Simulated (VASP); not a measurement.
Crystal: Sb.

```xyz
2
Lattice="2.1542 1.2437 3.7580 -2.1542 1.2437 3.7580 0.0000 -2.4875 3.7580" Properties=species:S:1:pos:R:3 pbc="T T T"
Sb    0.0000    0.0000    2.6324
Sb    0.0000    0.0000    8.6416
```

Program: VASP 6.6.1. Alike in all runs: task electric field gradients; no spin polarisation; cell as given; smearing fermi-dirac 0.05 eV. Hardware: 1 thread of AMD EPYC 7R13 Processor (Zen 3), on a shared host.

**Question.** Order these runs on this cell by their wall time, lowest first.
A. level PBEsol; potentials or basis VASP PAW PBE potentials, release 64 (Sb); k mesh 9 × 9 × 9; cutoff (eV) 520; mesh quality not flagged
B. level LDA; potentials or basis VASP PAW LDA potentials, release 64 (Sb); k mesh 3 × 3 × 3; cutoff (eV) 300; mesh quality coarse
C. level PBEsol; potentials or basis VASP PAW PBE potentials, release 64 (Sb); k mesh 3 × 3 × 3; cutoff (eV) 520; mesh quality coarse
D. level PBEsol; potentials or basis VASP PAW PBE potentials, release 64 (Sb); k mesh 9 × 9 × 9; cutoff (eV) 300; mesh quality not flagged

**Answer.** B (2.9 s), C (9.3 s), D (21 s), A (48 s).

Caveats: some runs use coarse meshes.
